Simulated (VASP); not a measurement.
An input for Ansatz (written as the equivalent of a VASP run, and not itself run):

Ansatz 0.2 input:
```yaml
crystal:
  lattice:
    - [4.0748146, 0.0000000, 0.0000000]
    - [-2.0374073, 3.5288929, 0.0000000]
    - [0.0000000, 0.0000000, 4.6499757]
  atoms:
    - { symbol: Co, position: [0.3333330, 0.6666670, 0.9375236], spin: 1.2 }
    - { symbol: Co, position: [0.6666670, 0.3333330, 0.4375236], spin: 1.2 }
    - { symbol: Al, position: [0.3333330, 0.6666670, 0.4374764], spin: -0.1 }
    - { symbol: Al, position: [0.6666670, 0.3333330, 0.9374764], spin: -0.1 }
kpoints:
  mp_grid: { grid: [8, 8, 6] }
hamiltonian:
  xc: r2scan
  pseudopotentials: { kind: paw }
magnetization: { spin_polarized: true }
scf:
  occupations: { method: methfessel_paxton, width: 0.1 }
  max_iter: 100
relax:
  max_steps: 60
  f_tol: 0.02
  cell: {}
output: { forces: true, stress: true, eigenvalues: true }
```

Task: Translate this input to VASP (INCAR, KPOINTS, POSCAR, choice of POTCAR).

Result: This is not unique; one that fits is 
**POSCAR**
```
CoAl
1
    4.0748146398     0.0000000000    -0.0000000000
   -2.0374073198     3.5288928502    -0.0000000000
   -0.0000000000    -0.0000000000     4.6499757342
Co Al
2 2
Direct
  0.3333330000   0.6666670000   0.9375235615
  0.6666670000   0.3333330000   0.4375235615
  0.3333330000   0.6666670000   0.4374764385
  0.6666670000   0.3333330000   0.9374764385
```

File KPOINTS:
```
Automatic
0
G
  8 8 6
```

**INCAR**
```
# general
SYSTEM   =  CoAl
PREC     =  Accurate
ENCUT    =  400
LREAL    =  F
LASPH    =  T

# electronic loop
EDIFF    =  1E-6
NELM     =  100
ALGO     =  Normal
LMAXMIX  =  4
LMIXTAU  =  T

# smearing
ISMEAR   =  1
SIGMA    =  0.1

# functional
METAGGA  =  R2SCAN

# spin
ISPIN    =  2
MAGMOM   =  1.2 1.2 -0.1 -0.1

# ions
IBRION   =  2
NSW      =  60
ISIF     =  3
EDIFFG   =  -0.02

# output
LWAVE    =  F
LCHARG   =  F
LORBIT   =  10
```

POTCAR, in this order: Co Al (PBE.64 set). Program: vasp_std.

The two are equivalent in intent, not identical: each code has its own PAW files, so the cut-off isn't converted (ENCUT is set for VASP's; basis.ecutwfc is left out, and Ansatz then takes the one that its files recommend); Ansatz stops its SCF on the density residual and VASP on the energy change (EDIFF).

The structure was generated: CoAl was put into the wurtzite type (P6_3mc), which need not be its known phase. It was relaxed first, which changed the volume by -28 %. The relaxed cell has space group P6_3/mmc. The start is the result of an earlier pass.
